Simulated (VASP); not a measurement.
SnO:

```xyz
4
Lattice="3.8020 0.0000 0.0000 0.0000 3.8020 0.0000 0.0000 0.0000 4.8360" Properties=species:S:1:pos:R:3 pbc="T T T"
Sn    0.0000    1.9010    1.1534
Sn    1.9010    0.0000    3.6826
O     0.0000    0.0000    0.0000
O     1.9010    1.9010    0.0000
```

Base run:

- Program: VASP 6.6.1
- Functional: r2SCAN
- Potentials or basis: VASP PAW PBE potentials, release 64 (Sn_d, O)
- Cutoff: 520 eV
- k mesh: 8 × 8 × 6
- Occupations: gaussian, width 0.02 eV
- Spin: no spin polarisation

Its results: band gap on the k mesh 0.14 eV, indirect (least direct gap 2.29 eV).

Question: After a change of settings the same cell gave: band gap on the k mesh 0.03 eV, indirect (least direct gap 1.95 eV). Which change was it?
A. functional from r2SCAN to TB-mBJ; further incar settings from ALGO = Normal; EDIFF = 1e-07 to ALGO = Normal; EDIFF = 1e-06
B. functional from r2SCAN to HSE06; k mesh from 8 × 8 × 6 to 4 × 4 × 4
C. functional from r2SCAN to PBE
D. functional from r2SCAN to PBE0; k mesh from 8 × 8 × 6 to 4 × 4 × 4

Answer: C.

r2SCAN gives the wider gap, since meta-GGAs in the generalised Kohn-Sham scheme recover part of the derivative discontinuity.

Caveats: spin-orbit coupling is left out, which moves the levels of the heavy elements.

Not every run made on this cell is shown here.
